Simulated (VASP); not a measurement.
Data:

```
AuZn
1.0
    3.15850     0.00000     0.00000
    0.00000     3.15850     0.00000
    0.00000     0.00000     3.15850
Zn Au
1 1
Direct
  0.50000   0.50000   0.50000
  0.00000   0.00000   0.00000
```

Level of theory: optB86b-vdW, VASP's PBE PAW potentials (set 64) (plane waves; VASP 6.6.1). Settings: 520 eV cut-off, Gaussian smearing of 0.050 eV, potentials Zn Au.

Unless said otherwise, spin-orbit coupling is left out, though it shifts the bands of the heavy elements here.

### Question
What does the run give for the band gap (along the path) with the smallest direct gap where there is one?

### Answer

```
Quantity                                                     Result
-------------------------  ----------------------------------------
band gap (along the path)  none (metal, semimetal or under 0.01 eV)
```

The absolute energy has meaning only against runs of the same code, potentials and settings.

The compound is AuZn in the CsCl type structure. It was relaxed first. The electron count is odd and the run is not spin-polarised, which forces a metal.
